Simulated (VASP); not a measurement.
Output of a VASP run:

File OSZICAR:
```
       N       E                     dE             d eps       ncg     rms          rms(c)
DAV:   1     0.106582696646E+03    0.10658E+03   -0.96933E+03 25425   0.123E+03
DAV:   2    -0.221515405186E+02   -0.12873E+03   -0.12705E+03 29421   0.319E+02
DAV:   3    -0.256047315390E+02   -0.34532E+01   -0.33642E+01 34104   0.465E+01
DAV:   4    -0.256297040303E+02   -0.24972E-01   -0.24866E-01 28952   0.455E+00
DAV:   5    -0.256300287083E+02   -0.32468E-03   -0.32466E-03 34384   0.506E-01    0.244E+01
DAV:   6    -0.248616268032E+02    0.76840E+00   -0.48461E+00 31101   0.161E+01    0.818E+00
DAV:   7    -0.247750692102E+02    0.86558E-01   -0.37798E-01 28980   0.353E+00    0.451E+00
DAV:   8    -0.247512124687E+02    0.23857E-01   -0.57773E-02 33159   0.210E+00    0.318E-01
DAV:   9    -0.247506664362E+02    0.54603E-03   -0.17266E-03 30317   0.338E-01    0.181E-01
DAV:  10    -0.247505769203E+02    0.89516E-04   -0.41481E-04 31507   0.194E-01    0.436E-02
DAV:  11    -0.247505713026E+02    0.56178E-05   -0.47640E-05 31745   0.589E-02    0.157E-02
DAV:  12    -0.247505715410E+02   -0.23848E-06   -0.20022E-06 21667   0.116E-02
   1 F= -.24750572E+02 E0= -.24750616E+02  d E =0.133933E-03
```

OUTCAR:
```
------------------------ aborting loop because EDIFF is reached ----------------------------------------
  FORCE on cell =-STRESS in cart. coord.  units (eV):
  Direction    XX          YY          ZZ          XY          YZ          ZX
  --------------------------------------------------------------------------------------
  Total        0.7486236     -0.0495465     -1.5816358      0.0000000      0.0000000      0.0000000
  in kB       29.0159544     -1.9203778    -61.3027336      0.0000000      0.0000000      0.0000000
  external PRESSURE =     -11.4023856 kB  Pullay stress =       0.0000000 kB
  volume of cell :       41.34
      direct lattice vectors                 reciprocal lattice vectors
    -1.599566000  1.618303000  3.992227000     0.000000000  0.308965626  0.125243379
     1.599566000 -1.618303000  3.992227000     0.312584789  0.000000000  0.125243379
     1.599566000  1.618303000 -3.992227000     0.312584789  0.308965626  0.000000000
 POSITION                                       TOTAL-FORCE (eV/Angst)
 -----------------------------------------------------------------------------------
      0.00000      0.00000      5.30966         0.494392      0.000000      0.099046
      0.00000      0.00000      2.67479         0.494392      0.000000     -0.099046
      0.09736      0.00000      0.00000        -0.988785      0.000000      0.000000
 -----------------------------------------------------------------------------------
    total drift:                                0.000032     -0.000000      0.000000
  FREE ENERGIE OF THE ION-ELECTRON SYSTEM (eV)
  ---------------------------------------------------
  free  energy   TOTEN  =       -24.7505715410 eV

  energy  without entropy=      -24.7507054742  energy(sigma->0) =      -24.75061619
```
(Selected blocks of OUTCAR.)

POSCAR:
```
WSi2
1
   -1.5995660000     1.6183030000     3.9922270000
    1.5995660000    -1.6183030000     3.9922270000
    1.5995660000     1.6183030000    -3.9922270000
Si W
2 1
Direct
  0.6650000000   0.6650000000   0.0000000000
  0.3350000000   0.3350000000   0.0000000000
 -0.0000000000   0.0304320000   0.0304320000
```

### Question
Write an INCAR and KPOINTS that could have produced this output.

### Answer
This is not unique; one that fits is the input of the run itself, PBE GGA, plane waves, VASP's PBE PAW potentials (set 64).

INCAR:
```
ALGO = Normal
EDIFF = 1E-6
ENCUT = 400
GGA = PE
ISIF = 2
ISMEAR = 1
KGAMMA = F
KSPACING = 0.2
LASPH = T
LCHARG = F
LMAXMIX = 6
LREAL = F
LWAVE = F
NELM = 100
PREC = Accurate
SIGMA = 0.1
SYSTEM = WSi2
```

POTCAR, in this order: Si W_sv (PBE.64 set). Program: vasp_std.

The compound is WSi2 in the MoSi2 type structure. The cell was not relaxed at this level. The run is one of a series of settings (KGAMMA = .FALSE., KSPACING = 0.2, KPOINTS file removed against the base run), some of them coarse on purpose.
